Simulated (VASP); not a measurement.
Data:

```yaml
crystal:
  lattice:
    - [11.56740, 0.00000, 0.00000]
    - [0.00000, 11.56740, 0.00000]
    - [0.00000, 0.00000, 11.56740]
  atoms:
    - { symbol: Ge, position: [0.49849, 0.99836, 0.00019] }
    - { symbol: Ge, position: [0.62897, 0.12292, 0.12131] }
    - { symbol: Ge, position: [0.75018, 0.24969, 0.00036] }
    - { symbol: Ge, position: [0.87590, 0.37600, 0.12474] }
    - { symbol: Ge, position: [0.75016, 0.99831, 0.25167] }
    - { symbol: Ge, position: [0.87582, 0.12636, 0.37431] }
    - { symbol: Ge, position: [0.99871, 0.99863, 0.00043] }
    - { symbol: Ge, position: [0.12520, 0.12549, 0.12359] }
    - { symbol: Ge, position: [0.24846, 0.24830, 0.00076] }
    - { symbol: Ge, position: [0.37536, 0.37580, 0.12317] }
    - { symbol: Ge, position: [0.49953, 0.49908, 0.00113] }
    - { symbol: Ge, position: [0.62614, 0.62611, 0.12383] }
    - { symbol: Ge, position: [0.74913, 0.74893, 0.00072] }
    - { symbol: Ge, position: [0.87558, 0.87591, 0.12399] }
    - { symbol: Ge, position: [0.24813, 0.99831, 0.24986] }
    - { symbol: Ge, position: [0.37560, 0.12351, 0.37399] }
    - { symbol: Ge, position: [0.50255, 0.24447, 0.24777] }
    - { symbol: Ge, position: [0.62714, 0.37622, 0.37495] }
    - { symbol: Ge, position: [0.74904, 0.49926, 0.25041] }
    - { symbol: Ge, position: [0.87581, 0.62541, 0.37421] }
    - { symbol: Ge, position: [0.49975, 0.99829, 0.50144] }
    - { symbol: Ge, position: [0.62605, 0.12567, 0.62440] }
    - { symbol: Ge, position: [0.74940, 0.24840, 0.50159] }
    - { symbol: Ge, position: [0.87579, 0.37593, 0.62423] }
    - { symbol: Ge, position: [0.74910, 0.99883, 0.75087] }
    - { symbol: Ge, position: [0.87556, 0.12574, 0.87408] }
    - { symbol: Ge, position: [0.99823, 0.49824, 0.00033] }
    - { symbol: Ge, position: [0.12237, 0.62928, 0.12109] }
    - { symbol: Ge, position: [0.24990, 0.74961, 0.00005] }
    - { symbol: Ge, position: [0.37590, 0.87597, 0.12427] }
    - { symbol: Ge, position: [0.99911, 0.24832, 0.25041] }
    - { symbol: Ge, position: [0.12442, 0.37606, 0.37425] }
    - { symbol: Ge, position: [0.24473, 0.50309, 0.24727] }
    - { symbol: Ge, position: [0.37577, 0.62802, 0.37437] }
    - { symbol: Ge, position: [0.49994, 0.74918, 0.25016] }
    - { symbol: Ge, position: [0.62594, 0.87596, 0.37412] }
    - { symbol: Ge, position: [0.99837, 0.99844, 0.50014] }
    - { symbol: Ge, position: [0.12277, 0.12295, 0.62760] }
    - { symbol: Ge, position: [0.24636, 0.24529, 0.50462] }
    - { symbol: Ge, position: [0.37632, 0.37678, 0.62647] }
    - { symbol: Ge, position: [0.50319, 0.50345, 0.50572] }
    - { symbol: Ge, position: [0.62945, 0.62975, 0.62794] }
    - { symbol: Ge, position: [0.75047, 0.74988, 0.50022] }
    - { symbol: Ge, position: [0.87597, 0.87634, 0.62449] }
    - { symbol: Ge, position: [0.25003, 0.99819, 0.75197] }
    - { symbol: Ge, position: [0.37585, 0.12633, 0.87436] }
    - { symbol: Ge, position: [0.49993, 0.24842, 0.75137] }
    - { symbol: Ge, position: [0.62577, 0.37602, 0.87452] }
    - { symbol: Ge, position: [0.75017, 0.49829, 0.75203] }
    - { symbol: Ge, position: [0.87592, 0.62624, 0.87441] }
    - { symbol: Ge, position: [0.99802, 0.74963, 0.25165] }
    - { symbol: Ge, position: [0.12564, 0.87592, 0.37423] }
    - { symbol: Ge, position: [0.99893, 0.49927, 0.50161] }
    - { symbol: Ge, position: [0.12525, 0.62646, 0.62463] }
    - { symbol: Ge, position: [0.24835, 0.74938, 0.50166] }
    - { symbol: Ge, position: [0.37581, 0.87594, 0.62433] }
    - { symbol: Ge, position: [0.99828, 0.24973, 0.75191] }
    - { symbol: Ge, position: [0.12586, 0.37601, 0.87450] }
    - { symbol: Ge, position: [0.24821, 0.49975, 0.75140] }
    - { symbol: Ge, position: [0.37589, 0.62552, 0.87447] }
    - { symbol: Ge, position: [0.49847, 0.74986, 0.75221] }
    - { symbol: Ge, position: [0.62599, 0.87617, 0.87450] }
    - { symbol: Ge, position: [0.99887, 0.74923, 0.75101] }
    - { symbol: Ge, position: [0.12563, 0.87590, 0.87413] }
    - { symbol: Li, position: [0.37533, 0.37600, 0.37557] }
```

The numbers are results of HSE06 screened hybrid, VASP's PBE PAW potentials (set 64) (plane waves; VASP), not measurements. Numerical set-up: PREC = Normal, LREAL = Auto, ISYM = 0, EDIFF = 1E-5, 400 eV cut-off, 1×1×1 Γ-centred mesh, Gaussian smearing of 0.050 eV, potentials Ge Li. Starting moments (MAGMOM): 65*0.0154. The cell's moment is fixed (NUPDOWN = 1).

The supercell is sampled at Γ alone, which is coarse: total energies, pressure and levels can be off, energies of defects by several tenths of an eV.

Task: Predict the cell moment, energy per atom (σ→0), largest force.

Result: 
```yaml
cell_moment: 1.00 μB
energy per atom (σ→0): -5.166 eV/atom
largest_force: 0.394 eV/Å
```

The cell is a supercell with a defect, built from Ge (diamond): Li_i. The cell's shape comes from a PBE relaxation.
